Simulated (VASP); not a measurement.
Data:

```
CELL_PARAMETERS angstrom
     -2.76377     2.76377     5.42900
      2.76377    -2.76377     5.42900
      2.76377     2.76377    -5.42900
ATOMIC_POSITIONS crystal
  Ga 0.50000 0.50000 0.00000
  Ga 0.25000 0.75000 0.50000
  Cu 0.00000 0.00000 0.00000
  Cu 0.75000 0.25000 0.50000
  Se 0.87500 0.87500 0.50000
  Se 0.12500 0.62500 0.00000
  Se 0.37500 0.37500 0.50000
  Se 0.62500 0.12500 0.00000
```

These are PBE GGA, VASP's PBE PAW potentials (set 64) (plane waves; VASP) values and carry that method's errors. Run with 300 eV cut-off, 6×6×6 Γ-centred mesh, Gaussian smearing of 0.010 eV, potentials Ga_d Cu Se.

At this cut-off the stress carries a Pulay error, which pulls relaxed volumes low.

Question: What does the run give for the energy per atom (σ→0), pressure, largest force, band gap (on the k-mesh) with the smallest direct gap where there is one?

Answer: 
```
Item                                         Result
-----------------------------------  --------------
band gap (on the k-mesh)                    0.47 eV
smallest direct gap (on the k-mesh)         0.47 eV
energy per atom (σ→0)                -3848 meV/atom
pressure                                   6.55 GPa
largest force                            0.442 eV/Å
```

Total energies compare only between runs with the same potentials, cut-off and functional.

The structure is a typed CuGaSe2 crystal. The cell was not relaxed at this level.
